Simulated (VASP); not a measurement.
A convergence study with VASP on CoGa (CsCl type): a few settings are varied, all else stays as given below, so the limit is that of these other settings. The cell's lengths are 1 % over those of the tabulated start and one atom is moved, so it is off equilibrium.

```
CELL_PARAMETERS angstrom
      2.90880     0.00000     0.00000
      0.00000     2.90880     0.00000
      0.00000     0.00000     2.90880
ATOMIC_POSITIONS crystal
  Ga 0.50000 0.50000 0.50000
  Co 0.02083 0.00000 0.00000
```

The numbers are results of PBE GGA, VASP's PBE PAW potentials (set 64) (plane waves; VASP), not measurements. The last row used: 900 eV cut-off, 10×10×10 Γ-centred mesh, first-order Methfessel-Paxton smearing of 0.10 eV, potentials Ga_d Co_sv.

Energies of different potentials or hybrids have different zeros.

```csv
setting,E (eV/atom),pressure (GPa),largest force (eV/Å),plane waves
"ENCUT = 300, POTCAR Ga_d Co",-5.2321,-4.40,0.323,304
"ENCUT = 400, POTCAR Ga_d Co",-5.2284,-4.87,0.324,468
"ENCUT = 520, POTCAR Ga_d Co",-5.2291,-4.24,0.324,691
"ENCUT = 700, POTCAR Ga_d Co",-5.2290,-4.27,0.324,1064
"ENCUT = 900, POTCAR Ga_d Co",-5.2291,-4.25,0.324,1522
"ENCUT = 300, POTCAR Ga Co",-5.2606,-4.82,0.309,304
"ENCUT = 400, POTCAR Ga Co",-5.2575,-5.08,0.308,468
"ENCUT = 520, POTCAR Ga Co",-5.2575,-4.79,0.309,691
"ENCUT = 700, POTCAR Ga Co",-5.2575,-4.80,0.309,1064
"ENCUT = 900, POTCAR Ga Co",-5.2575,-4.79,0.309,1522
"ENCUT = 300, POTCAR Ga_h Co",-4.9408,-90.66,0.310,304
"ENCUT = 400, POTCAR Ga_h Co",-5.2259,-6.62,0.324,468
"ENCUT = 700, POTCAR Ga_h Co",-5.2274,-4.43,0.323,1064
"ENCUT = 900, POTCAR Ga_h Co",-5.2274,-4.44,0.323,1522
"ENCUT = 300, POTCAR Ga_d Co_pv",-5.2273,-4.56,0.327,304
"ENCUT = 400, POTCAR Ga_d Co_pv",-5.2243,-5.12,0.325,468
"ENCUT = 520, POTCAR Ga_d Co_pv",-5.2264,-4.04,0.327,691
"ENCUT = 700, POTCAR Ga_d Co_pv",-5.2263,-4.08,0.327,1064
"ENCUT = 900, POTCAR Ga_d Co_pv",-5.2264,[?],0.327,1522
"ENCUT = 300, POTCAR Ga_d Co_sv",-4.1288,-239.45,0.344,304
"ENCUT = 400, POTCAR Ga_d Co_sv",-5.2503,-8.75,0.326,468
"ENCUT = 520, POTCAR Ga_d Co_sv",-5.2530,-5.73,0.326,691
"ENCUT = 700, POTCAR Ga_d Co_sv",[?],[?],0.325,1064
"ENCUT = 900, POTCAR Ga_d Co_sv",-5.2581,-4.39,0.324,1522
```

Fill in the missing entries.

- ENCUT = 700, POTCAR Ga_d Co_sv, E (eV/atom): -5.2578
- ENCUT = 700, POTCAR Ga_d Co_sv, pressure (GPa): -4.63
- ENCUT = 900, POTCAR Ga_d Co_pv, pressure (GPa): -4.01

Left out are rungs that failed or repeat a setting and relaxations that didn't move; long series are thinned to 24 rows.

The compound is CoGa in the CsCl type structure. The cell was not relaxed at this level, it is distorted from the ideal structure. The run is not spin-polarised, so no magnetic state was tried.
